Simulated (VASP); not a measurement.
Here is the system:

```yaml
crystal:
  lattice:
    - [0.00000, 2.79999, 2.79999]
    - [2.79999, 0.00000, 2.79999]
    - [2.79999, 2.79999, 0.00000]
  atoms:
    - { symbol: Cu, position: [0.00000, 0.00000, 0.00000] }
    - { symbol: Cl, position: [0.25000, 0.25000, 0.25000] }
```

These are vdW-DF2, VASP's PBE PAW potentials (set 64) (plane waves; VASP 6.6.1) values and carry that method's errors. Settings: 520 eV cut-off, Gaussian smearing of 0.050 eV, potentials Cu Cl.

**Question.** Give the energies of bands 2 to 11 at the high-symmetry points, in eV from the valence-band maximum.

**Answer.** 
```tsv
band	Γ	X	U	L	W
2	-4.35	-5.84	-5.56	-5.87	-5.40
3	-4.35	-4.49	-4.96	-4.35	-5.07
4	-4.35	-4.49	-4.43	-4.35	-4.55
5	-1.17	-1.26	-1.34	-1.12	-1.30
6	-1.17	-1.09	-1.12	-1.12	-1.24
7	0.00	-1.03	-1.05	-1.08	-1.04
8	0.00	-0.86	-0.81	-0.44	-0.90
9	0.00	-0.86	-0.69	-0.44	-0.61
10	0.36	3.65	4.20	2.72	4.70
11	6.89	4.24	4.87	6.41	5.15
```

The gap is direct, 0.36 eV, from the valence maximum at Γ to the conduction minimum at Γ.

Measured: gap 3.39 eV at 2 K (computed value off by -3.03 eV), as given by arXiv:1206.3780.

The compound is CuCl in the zinc blende structure. It was relaxed first, which changed the volume by +11 %.
